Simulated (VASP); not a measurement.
Set up this calculation in VASP 6.6.1, as the native input.

* Task: single point
* Functional: LDA
* Potentials or basis: VASP PAW LDA potentials, release 64 (K_sv, Zr_sv, Sn_d, Sb, O)
* Cutoff: 520 eV
* k mesh: 4 × 4 × 4
* Occupations: gaussian, width 0.01 eV
* Spin: no spin polarisation
* Dipole correction: no
* Further INCAR settings: ALGO = Normal; EDIFF = 1e-07; NBANDS = 49

The structure of KZrSnSbO6 lies in POSCAR:

```
KZrSnSbO6
1.0
    0.0000000000      4.1071870000      4.1071870000
    4.1071870000      0.0000000000      4.1071870000
    4.1071870000      4.1071870000      0.0000000000
K Zr Sn Sb O
1 1 1 1 6
Direct
    0.7500000000      0.7500000000      0.7500000000
    0.5000000000      0.5000000000      0.5000000000
    0.2500000000      0.2500000000      0.2500000000
    0.0000000000      0.0000000000      0.0000000000
    0.7563260000      0.2436740000      0.2436740000
    0.2436740000      0.7563260000      0.7563260000
    0.7563260000      0.7563260000      0.2436740000
    0.2436740000      0.2436740000      0.7563260000
    0.2436740000      0.7563260000      0.2436740000
    0.7563260000      0.2436740000      0.7563260000
```

The cell comes from a database or a generator and needn't be the stable form of this composition.

These files were run (other wordings do the same):

INCAR

```
ALGO     = Normal         # electronic algorithm
EDIFF    = 1E-7           # SCF threshold, eV
ENCUT    = 520            # plane-wave cutoff, eV
GGA      = CA             # functional
ISIF     = 2              # what is computed and relaxed
ISMEAR   = 0              # smearing method
LASPH    = True           # aspherical terms in the spheres
LCHARG   = True           # write CHGCAR
LELF     = True           # ELF
LREAL    = False          # projectors in reciprocal space
LVHAR    = True         
LWAVE    = False          # write WAVECAR
NBANDS   = 49             # bands
NELM     = 100            # most SCF steps
PREC     = Accurate       # precision mode
SIGMA    = 0.01           # smearing width, eV
```

KPOINTS

```
k-points
0
Gamma
  4 4 4
```

Potentials or basis: VASP PAW LDA potentials, release 64 (K_sv, Zr_sv, Sn_d, Sb, O).

Launch:

```sh
$ cat potpaw_LDA.64/K_sv/POTCAR potpaw_LDA.64/Zr_sv/POTCAR potpaw_LDA.64/Sn_d/POTCAR potpaw_LDA.64/Sb/POTCAR potpaw_LDA.64/O/POTCAR > POTCAR
$ mpirun -np 1 vasp_std > vasp.out
```

Results of the run:

```
Pressure               : -9.9 GPa
Largest force          : 0.211 eV/Å
Band gap on the k mesh : 2.71 eV, indirect (least direct gap 2.73 eV)
```

Caveat: spin-orbit coupling is left out, which moves the levels of the heavy elements.

Wall time 49 s on 1 thread of Intel(R) Xeon(R) 6975P-C (Granite Rapids), on a shared host, peak memory 0.29 GiB.
